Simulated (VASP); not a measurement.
Input:

```xyz
5
Lattice="2.2790 -3.9474 0.0000 2.2790 3.9474 0.0000 0.0000 0.0000 7.1790" Properties=species:S:1:pos:R:3 pbc="T T T"
Mg     2.2790    -3.9474     0.0000
Mg     2.2790     1.3158     4.5438
Mg     2.2790    -1.3158     2.6352
Sb     2.2790     1.3158     1.6073
Sb     2.2790    -1.3158     5.5717
```

Level of theory: PBEsol GGA with spin-orbit coupling, VASP's PBE PAW potentials (set 64) (plane waves; VASP). Run with 400 eV cut-off, 5×5×3 Γ-centred mesh, Gaussian smearing of 0.050 eV, potentials Mg Sb.

Question: Predict the energy per atom (σ→0), band gap (over mesh and band path) with the smallest direct gap where there is one.

Answer: 
```json
{
 "band gap (over mesh and band path)": "none (metal, semimetal or under 0.01 eV)",
 "energy per atom (σ→0)": "-3.245 eV/atom"
}
```

The compound is Mg3Sb2 in the a-la2o3 structure. It was relaxed first. The k-mesh is coarse (spacing up to 0.32 per Å, 2π included), so the numbers may not be converged in it.
